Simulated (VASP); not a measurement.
Input:

```yaml
crystal:
  lattice:
    - [0.00000, 2.89773, 2.89773]
    - [2.89773, 0.00000, 2.89773]
    - [2.89773, 2.89773, 0.00000]
  atoms:
    - { symbol: Ca, position: [0.00000, 0.00000, 0.00000] }
    - { symbol: S, position: [0.50000, 0.50000, 0.50000] }
```

All values below come from PBE GGA, VASP's PBE PAW potentials (set 64) (plane waves; VASP). Settings: 300 eV cut-off, 7×7×7 Γ-centred mesh, Gaussian smearing of 0.010 eV, potentials Ca_sv S.

### Question
Give the energies of bands 6 to 11 at the high-symmetry points, in eV from the valence-band maximum.

### Answer

```
band     Γ      X      U      L      W
----  ----  -----  -----  -----  -----
6     0.00  -2.17  -1.93  -2.91  -1.68
7     0.00  -0.77  -1.76  -1.06  -1.68
8     0.00  -0.77  -0.95  -1.06  -1.45
9     3.83   2.46   3.69   5.11   4.76
10    4.16   5.50   6.12   5.88   4.76
11    4.16   5.77   6.22   6.02   5.84
```

The gap is indirect, 2.46 eV, from the valence maximum at Γ to the conduction minimum at X.

The structure comes from a computed database's CaS entry; how it stands against other phases isn't given here. The cell was not relaxed at this level.
